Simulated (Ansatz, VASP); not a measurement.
# AgSb2: VASP beside Ansatz, part 2 of 2

Wanted: the spread between two codes on one cell, functional and k mesh. The cell is generated by rule, not measured, and may not be a known phase. The cell is taken from a series of runs on this material, whose earlier steps may have relaxed, scaled, displaced or heated it; both programs get it as it stands.

VASP 6.6.1 and Ansatz 0.2.0.

So far: The starting structure; Ansatz: zone-centre phonons, LDA.

## Step 3: VASP: zone-centre phonons, LDA

Level of this step: LDA; plane waves and PAW (Sb, Ag); invented cell (VASP).

The same cell, functional (in two slightly different forms), mesh and smearing now go to VASP, with its own data sets.

Lines of VASP's logs that name or quote its potential files are left out, and so is its time.

File INCAR:

```
SYSTEM = AgSb2
PREC = Accurate
ENCUT = 500
EDIFF = 1E-08
NELM = 120
ISMEAR = 1
SIGMA = 0.15
LREAL = .FALSE.
ALGO = Normal
GGA = CA
NBANDS = 16
LASPH = .TRUE.
LORBIT = 11
LWAVE = .FALSE.
LCHARG = .FALSE.
ISIF = 2
IBRION = 8
GGA_COMPAT = .FALSE.
KPAR = 2
```

File POSCAR:

```
AgSb2
1.0
    0.0000000000      3.3540113770      3.3540113770
    3.3540113770      0.0000000000      3.3540113770
    3.3540113770      3.3540113770      0.0000000000
Sb Ag
2 1
Direct
    0.2500000000      0.2500000000      0.2500000000
    0.7500000000      0.7500000000      0.7500000000
    0.0000000000      0.0000000000      0.0000000000
```

File KPOINTS:

```
Automatic mesh
0
Gamma
10 10 10
0 0 0
```

Potentials, in the order of the species: Sb and Ag (LDA family, release 64).

On the command line:

```bash
$ mpirun -np 2 vasp_std
```

Numbers of over 12 decimals in the logs are rounded to 6 here.

Output:

```text
[banner, memory and clock lines left out]
running    2 mpi-ranks, on    1 nodes
 distrk:  each k-point on    1 cores,    2 groups
 distr:  one band on    1 cores,    1 groups

 POSCAR found type information on POSCAR SbAg
 POSCAR found :  2 types and       3 ions
 LDA part: xc-table for (Slater(with rela. corr.)+CA(PZ))
 , standard interpolation
 POSCAR, INCAR and KPOINTS ok, starting setup
 FFT: planning ... GRIDC
 FFT: planning ... GRID_SOFT
 FFT: planning ... GRID
 WAVECAR not read
 entering main loop
       N       E                     dE             d eps       ncg     rms          rms(c)
DAV:   1     0.106256247279E+03    0.10626E+03   -0.80184E+03  1504   0.104E+03
DAV:   2    -0.979654667338E+01   -0.11605E+03   -0.11267E+03  1880   0.215E+02
DAV:   3    -0.134856305389E+02   -0.36891E+01   -0.36610E+01  1776   0.430E+01
DAV:   4    -0.135149378771E+02   -0.29307E-01   -0.29302E-01  1912   0.418E+00
DAV:   5    -0.135154160810E+02   -0.47820E-03   -0.47820E-03  1856   0.504E-01    0.682E+00
DAV:   6    -0.130496112939E+02    0.46580E+00   -0.33606E+00  1592   0.224E+01    0.603E+00
DAV:   7    -0.130010149053E+02    0.48596E-01   -0.25959E-01  1544   0.617E+00    0.320E+00
DAV:   8    -0.129885316306E+02    0.12483E-01   -0.45665E-02  1696   0.203E+00    0.360E-01
DAV:   9    -0.129859009762E+02    0.26307E-02   -0.12151E-02  1632   0.142E+00    0.121E-01
DAV:  10    -0.129859165317E+02   -0.15555E-04   -0.57374E-04  1888   0.165E-01    0.453E-02
DAV:  11    -0.129859036955E+02    0.12836E-04   -0.69003E-05  1696   0.102E-01    0.985E-03
DAV:  12    -0.129859046175E+02   -0.92198E-06   -0.86051E-06  1776   0.208E-02    0.106E-02
DAV:  13    -0.129859041462E+02    0.47130E-06   -0.61382E-07  1752   0.730E-03    0.455E-03
DAV:  14    -0.129859040043E+02    0.14193E-06   -0.79068E-07  1720   0.992E-03    0.705E-04
DAV:  15    -0.129859040038E+02    0.48112E-09   -0.96012E-08  1680   0.327E-03
   1 F= -.12985904E+02 E0= -.12985123E+02  d E =-.234379E-02
 Linear response reoptimize wavefunctions to high precision
DAV:   1    -0.129859040035E+02    0.33424E-09   -0.24685E-09  1512   0.317E-04
DAV:   2    -0.129859040034E+02    0.37517E-10   -0.95351E-11   936   0.772E-05
 Linear response DOF=           2
 Linear response progress:
  Degree of freedom:   1/  2
       N       E                     dE             d eps       ncg     rms          rms(c)
RMM:   1    -0.281196378394E-01   -0.28120E-01    0.54787E-03  9730   0.124E+00
RMM:   2    -0.265177834539E-01    0.16019E-02   -0.15196E-03  8506   0.236E-01    0.523E-02
RMM:   3    -0.264828351309E-01    0.34948E-04   -0.29817E-05  8819   0.399E-02    0.305E-02
RMM:   4    -0.264458232762E-01    0.37012E-04   -0.13102E-05  8978   0.196E-02    0.411E-03
RMM:   5    -0.264466360138E-01   -0.81274E-06    0.33113E-08  9055   0.381E-03    0.941E-04
RMM:   6    -0.264472913525E-01   -0.65534E-06    0.26345E-07  9086   0.117E-03    0.338E-04
RMM:   7    -0.264469147928E-01    0.37656E-06   -0.12890E-07  9137   0.266E-04    0.697E-05
RMM:   8    -0.264467092498E-01    0.20554E-06   -0.78877E-08  9238   0.551E-05    0.186E-05
RMM:   9    -0.264466527491E-01    0.56501E-07   -0.53477E-08  9392   0.161E-05    0.416E-06
RMM:  10    -0.264466516624E-01    0.10868E-08   -0.45639E-08  8558   0.839E-06    0.150E-06
 first order change of Fermi-energy   0.20680E-04
 force on displaced ion       1 direction 1 :  -2.449  -0.000  -0.000
 Linear response progress:
  Degree of freedom:   2/  2
       N       E                     dE             d eps       ncg     rms          rms(c)
RMM:   1    -0.305404331589E+00   -0.30540E+00   -0.22901E-01  5414   0.370E+00
RMM:   2    -0.302360386862E+00    0.30439E-02   -0.30467E-03  4931   0.414E-01    0.741E-02
RMM:   3    -0.302200457977E+00    0.15993E-03   -0.15184E-04  5203   0.804E-02    0.411E-02
RMM:   4    -0.302217019694E+00   -0.16562E-04   -0.16777E-04  5155   0.790E-02    0.856E-03
RMM:   5    -0.302237548112E+00   -0.20528E-04   -0.88575E-06  5228   0.178E-02    0.286E-03
RMM:   6    -0.302228986345E+00    0.85618E-05   -0.13399E-06  5308   0.681E-03    0.106E-03
RMM:   7    -0.302216742343E+00    0.12244E-04   -0.51088E-08  5413   0.156E-03    0.101E-04
RMM:   8    -0.302215863921E+00    0.87842E-06   -0.20937E-09  5555   0.223E-04    0.477E-05
RMM:   9    -0.302215411436E+00    0.45248E-06   -0.76314E-11  5487   0.634E-05    0.101E-05
RMM:  10    -0.302215289596E+00    0.12184E-06    0.27979E-10  5639   0.300E-05    0.575E-06
RMM:  11    -0.302215341368E+00   -0.51772E-07   -0.38805E-10  5502   0.173E-05    0.170E-06
RMM:  12    -0.302215377370E+00   -0.36002E-07   -0.13644E-09  4819   0.113E-05    0.263E-07
RMM:  13    -0.302215373857E+00    0.35132E-08   -0.31207E-09  2021   0.957E-06    0.901E-08
 first order change of Fermi-energy  -0.16627E-03
 force on displaced ion       3 direction 1 :  -3.286   0.000   0.000
 Linear response finished
```

OUTCAR, selected parts (step 3):

```text
ion  position               nearest neighbor table
   1  0.250  0.250  0.250-   3 2.90   3 2.90   3 2.90   3 2.90   2 3.35   2 3.35   2 3.35   2 3.35
                             2 3.35   2 3.35
   2  0.750  0.750  0.750-   3 2.90   3 2.90   3 2.90   3 2.90   1 3.35   1 3.35   1 3.35   1 3.35
                             1 3.35   1 3.35
   3  0.000  0.000  0.000-   1 2.90   2 2.90   2 2.90   2 2.90   2 2.90   1 2.90   1 2.90   1 2.90

  LATTYP: Found a face centered cubic cell.
 ALAT       =     6.7080227540

 Subroutine GETGRP returns: Found 48 space group operations
 (whereof 48 operations were pure point group operations)

The static configuration has the point symmetry O_h .

 Found     47 irreducible k-points:

   k-points           NKPTS =     47   k-points in BZ     NKDIM =     47   number of bands    NBANDS=     16

   dimension x,y,z NGX =    36 NGY =   36 NGZ =   36
   dimension x,y,z NGXF=    72 NGYF=   72 NGZF=   72

   ENCUT  =  500.0 eV  36.75 Ry    6.06 a.u.   8.65  8.65  8.65*2*pi/ulx,y,z

   NELECT =      21.0000    total number of electrons

 k-points in reciprocal lattice and weights: Automatic mesh
   0.00000000  0.00000000  0.00000000       0.001
   0.10000000  0.00000000  0.00000000       0.008
   0.20000000  0.00000000  0.00000000       0.008
   0.30000000  0.00000000  0.00000000       0.008
   0.40000000  0.00000000  0.00000000       0.008
   0.50000000  0.00000000  0.00000000       0.004
   0.10000000  0.10000000  0.00000000       0.006
   0.20000000  0.10000000  0.00000000       0.024
   0.30000000  0.10000000  0.00000000       0.024
[...]
-0.30000000  0.40000000  0.20000000       0.024
  -0.30000000  0.50000000  0.20000000       0.012

 average (electrostatic) potential at core
       1 -86.0989       2 -86.0989       3 -72.4594

  Total        0.0623499      0.0623499      0.0623499     -0.0000000      0.0000000     -0.0000000
  in kB        1.3238002      1.3238002      1.3238002     -0.0000000      0.0000000     -0.0000000
  external PRESSURE =       1.3238002 kB  Pullay stress =       0.0000000 kB

  energy-cutoff  :      500.00
  volume of cell :       75.46
      direct lattice vectors                 reciprocal lattice vectors
     0.000000000  3.354011377  3.354011377    -0.149075225  0.149075225  0.149075225
     3.354011377  0.000000000  3.354011377     0.149075225 -0.149075225  0.149075225
     3.354011377  3.354011377  0.000000000     0.149075225  0.149075225 -0.149075225

 POSITION                                       TOTAL-FORCE (eV/Angst)
 -----------------------------------------------------------------------------------
      1.67701      1.67701      1.67701         0.000000     -0.000000      0.000000
      5.03102      5.03102      5.03102        -0.000000     -0.000000     -0.000000
      0.00000      0.00000      0.00000         0.000000      0.000000     -0.000000
 -----------------------------------------------------------------------------------
    total drift:                               -0.000000      0.000000      0.000000

 Eigenvectors and eigenvalues of the dynamical matrix
 ----------------------------------------------------

   1 f  =    3.278845 THz    20.601589 2PiTHz  109.370486 cm-1    13.560206 meV
             X         Y         Z           dx          dy          dz
      1.677006  1.677006  1.677006     0.000000    0.000000    0.392028
      5.031017  5.031017  5.031017     0.000000    0.000000    0.392028
      0.000000  0.000000  0.000000     0.000000   -0.000000   -0.832243

   2 f  =    3.278845 THz    20.601589 2PiTHz  109.370486 cm-1    13.560206 meV
             X         Y         Z           dx          dy          dz
      1.677006  1.677006  1.677006    -0.277206   -0.277206    0.000000
      5.031017  5.031017  5.031017    -0.277206   -0.277206   -0.000000
      0.000000  0.000000  0.000000     0.588485    0.588485   -0.000000

   3 f  =    3.278845 THz    20.601589 2PiTHz  109.370486 cm-1    13.560206 meV
             X         Y         Z           dx          dy          dz
      1.677006  1.677006  1.677006    -0.277206    0.277206   -0.000000
      5.031017  5.031017  5.031017    -0.277206    0.277206    0.000000
      0.000000  0.000000  0.000000     0.588485   -0.588485    0.000000

   4 f  =    2.554959 THz    16.053283 2PiTHz   85.224268 cm-1    10.566458 meV
             X         Y         Z           dx          dy          dz
      1.677006  1.677006  1.677006     0.685127    0.052504    0.166867
      5.031017  5.031017  5.031017    -0.685127   -0.052504   -0.166867
      0.000000  0.000000  0.000000    -0.000000   -0.000000    0.000000

   5 f  =    2.554959 THz    16.053283 2PiTHz   85.224268 cm-1    10.566458 meV
             X         Y         Z           dx          dy          dz
      1.677006  1.677006  1.677006     0.138415   -0.575164   -0.387335
      5.031017  5.031017  5.031017    -0.138415    0.575164    0.387335
      0.000000  0.000000  0.000000     0.000000    0.000000   -0.000000

   6 f  =    2.554959 THz    16.053283 2PiTHz   85.224268 cm-1    10.566458 meV
             X         Y         Z           dx          dy          dz
      1.677006  1.677006  1.677006    -0.106971   -0.407959    0.567562
      5.031017  5.031017  5.031017     0.106971    0.407959   -0.567562
      0.000000  0.000000  0.000000     0.000000   -0.000000    0.000000

   7 f/i=    0.001341 THz     0.008426 2PiTHz    0.044732 cm-1     0.005546 meV
             X         Y         Z           dx          dy          dz
      1.677006  1.677006  1.677006    -0.499005    0.311942    0.000000
      5.031017  5.031017  5.031017    -0.499005    0.311942   -0.000000
      0.000000  0.000000  0.000000    -0.470113    0.293880   -0.000000

   8 f/i=    0.001341 THz     0.008426 2PiTHz    0.044732 cm-1     0.005546 meV
             X         Y         Z           dx          dy          dz
      1.677006  1.677006  1.677006     0.311942    0.499005    0.000000
      5.031017  5.031017  5.031017     0.311942    0.499005   -0.000000
      0.000000  0.000000  0.000000     0.293880    0.470113   -0.000000

   9 f/i=    0.001341 THz     0.008426 2PiTHz    0.044732 cm-1     0.005546 meV
             X         Y         Z           dx          dy          dz
      1.677006  1.677006  1.677006     0.000000    0.000000   -0.588485
      5.031017  5.031017  5.031017     0.000000    0.000000   -0.588485
      0.000000  0.000000  0.000000     0.000000   -0.000000   -0.554411

 ELASTIC MODULI CONTR FROM IONIC RELAXATION (kBar)
 Direction    XX          YY          ZZ          XY          YZ          ZX
 --------------------------------------------------------------------------------
 XX          -0.0000     -0.0000      0.0000      0.0000     -0.0000      0.0000
 YY          -0.0000     -0.0000     -0.0000     -0.0000     -0.0000      0.0000
 ZZ           0.0000     -0.0000     -0.0000     -0.0000      0.0000      0.0000
 XY           0.0000     -0.0000     -0.0000   -100.5401      0.0000      0.0000
 YZ          -0.0000     -0.0000      0.0000      0.0000   -100.5401      0.0000
 ZX           0.0000      0.0000      0.0000      0.0000      0.0000   -100.5401
 --------------------------------------------------------------------------------
```

## Step 4: Comparison

Known differences besides the potentials themselves: the two LDA forms differ slightly; VASP's run holds the zone centre alone; the data sets hold 49 valence electrons in Ansatz (on its default PAW (the set named soft_2) files) and 21 in VASP; the cutoff is 420 eV in Ansatz and 500 eV in VASP; VASP's log shows a relativistic correction to its local exchange, Ansatz's none. Total energies have different zeros and are not compared.

Compared:

| quantity | Ansatz | VASP | difference |
| --- | --- | --- | --- |
| optical mode 1 to 3 (cm⁻¹) | 82.1 | 85.2 | -3.67 % |
| optical mode 4 to 6 (cm⁻¹) | 109.1 | 109.4 | -0.27 % |

Modes are paired by rising frequency, not by their patterns, so a pair may set unlike modes beside each other; they are those without the splitting of longitudinal modes.

## Step 5: Outcome

```yaml
r_m_s_difference_of_the_optical_zone_centre_modes_each_program_s_sorted_by_frequency_zone_centre_phonons_lda: 2.2 cm⁻¹
difference_in_optical_mode_1_to_3_zone_centre_phonons_lda: -3.7 %
```

**Reading.** The r.m.s. difference of the optical zone-centre modes, each program's sorted by frequency is 2.2 cm⁻¹ (zone-centre phonons, LDA). The data sets hold unlike numbers of valence electrons (49 in Ansatz and 21 in VASP), so part of the differences comes from the potentials. Among the rows given in per cent, the largest difference of the zone-centre phonons, LDA pair is in optical mode 1 to 3, -3.7 %. How closely two codes agree says nothing of how well the functional describes the real material.

[Lines on the potential files, build, host, timing and source positions are cut from VASP's logs without a mark.]

[Logs are printed without paths, hosts, clocks, repeated set-up lines and the standing remarks that a program may print on its own settings, such as how far it seeks lower states.]

[Hosts, paths, dates, database ids (printed as entryN), source tags and the programs' standing remarks are cut or masked in the printed files.]
